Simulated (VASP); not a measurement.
Here is a VASP 6.6.1 calculation.

Contents of INCAR:

```
  PREC = Accurate
  ENCUT = 520
  EDIFF = 1E-8
  ISMEAR = -1
  SIGMA = 0.05
  LREAL = F
  LASPH = T
  NELM = 100
  ALGO = Normal
  ISIF = 2
  LWAVE = F
  LCHARG = F
  GGA = PE
  LEFG = T
  KPAR = 4
```

KPOINTS

```
Automatic mesh
0
Gamma
  6 6 3
```

Contents of POSCAR:

```
Ta3AsAu2O13
1.0
    5.4520400000      0.0000000000      0.0000000000
   -2.7260200000      4.7216100000      0.0000000000
    0.0000000000      0.0000000000      9.5790200000
Ta As Au O
3 1 2 13
Direct
    0.0000000000      0.0000000000      0.1940800000
    0.0000000000      0.0000000000      0.8059200000
    0.6666700000      0.3333300000      0.0000000000
    0.0000000000      0.0000000000      0.5000000000
    0.3333300000      0.6666700000      0.2742800000
    0.3333300000      0.6666700000      0.7257200000
    0.0000000000      0.0000000000      0.0000000000
    0.2394700000      0.9712900000      0.3640200000
    0.0287100000      0.2681800000      0.3640200000
    0.7318200000      0.7605300000      0.3640200000
    0.2394700000      0.9712900000      0.6359800000
    0.0287100000      0.2681800000      0.6359800000
    0.7318200000      0.7605300000      0.6359800000
    0.3845200000      0.3342500000      0.8584400000
    0.6657500000      0.0502600000      0.8584400000
    0.9497400000      0.6154800000      0.8584400000
    0.3845200000      0.3342500000      0.1415600000
    0.6657500000      0.0502600000      0.1415600000
    0.9497400000      0.6154800000      0.1415600000
```

Potentials or basis: VASP PAW PBE potentials, release 64 (Ta_pv, As, Au, O).

Command:

```bash
$ cat potpaw_PBE.64/Ta_pv/POTCAR potpaw_PBE.64/As/POTCAR potpaw_PBE.64/Au/POTCAR potpaw_PBE.64/O/POTCAR > POTCAR
$ mpirun -np 4 vasp_std > vasp.out
```

Q: What does it give for the band gap on the k mesh?

A: None (metal or under the smearing width).

Q: Predict the pressure.

A: 0.4 GPa.

Forces on the atoms (eV/Å):
```
Ta   0.000  0.000  0.298
Ta   0.000  0.000 -0.298
Ta   0.000  0.000  0.000
As   0.000  0.000  0.000
Au   0.000  0.000  0.043
Au   0.000  0.000 -0.043
O    0.000  0.000  0.000
O    0.193 -0.143  0.027
O    0.028  0.239  0.027
O   -0.221 -0.095  0.027
O    0.193 -0.143 -0.027
O    0.028  0.239 -0.027
O   -0.221 -0.095 -0.027
O   -0.030  0.010  0.021
O    0.006 -0.031  0.021
O    0.023  0.021  0.021
O   -0.030  0.010 -0.021
O    0.006 -0.031 -0.021
O    0.023  0.021 -0.021
```

Spin-orbit coupling is left out, which matters for the levels of Au, Ta.
